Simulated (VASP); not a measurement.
Given:

```
HfC
1.0
    0.00000     2.34340     2.34340
    2.34340     0.00000     2.34340
    2.34340     2.34340     0.00000
Hf C
1 1
Direct
  0.00000   0.00000   0.00000
  0.50000   0.50000   0.50000
```

Computed with TPSS meta-GGA, VASP's PBE PAW potentials (set 64) (plane waves; VASP 6.6.1). Run with 520 eV cut-off, 14×14×14 Γ-centred mesh, first-order Methfessel-Paxton smearing of 0.10 eV, potentials Hf_pv C.

**Question.** Give the stress tensor in GPa (positive for a compressed cell).

**Answer.** 
```
-6.82   0.00   0.00
 0.00  -6.82   0.00
 0.00   0.00  -6.82
```
The pressure is its mean diagonal, -6.82 GPa.

The compound is HfC in the rock salt structure. This cell is one point of a volume scan, at 1.03 of the reference volume.
